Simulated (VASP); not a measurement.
Input:

```xyz
2
Lattice="3.6804 -1.8800 0.0000 3.6804 1.8800 0.0000 2.7200 0.0000 3.1114" Properties=species:S:1:pos:R:3 pbc="T T T"
As     2.2883     0.0000     0.7063
As     7.7924     0.0000     2.4051
```

These are vdW-DF-cx, VASP's PBE PAW potentials (set 64) (plane waves; VASP) values and carry that method's errors. Settings: 520 eV cut-off, 11×11×11 Γ-centred mesh, first-order Methfessel-Paxton smearing of 0.10 eV, potentials As.

**Question.** The ions, cell shape and volume are relaxed. Give the cell that the relaxation ends in.

**Answer.** 
```xyz
2
Lattice="3.5710 -1.9019 -0.0470 3.5710 1.9019 -0.0470 2.5995 0.0000 3.1007" Properties=species:S:1:pos:R:3 pbc="T T T"
As     2.2431     0.0000     0.6923
As     7.4983     0.0000     2.3144
```
Space group R-3m (166), at a tolerance of 0.03 Å.

**Question.** How do energy and volume change from the first to the last step?

**Answer.** The energy (σ→0) changes by -8.0 meV/atom and the volume by -1.1 %, in 10 ionic steps.

The compound is As in the a7 structure. This run relaxes it. Symmetry was kept, so distortions that lower it aren't found.
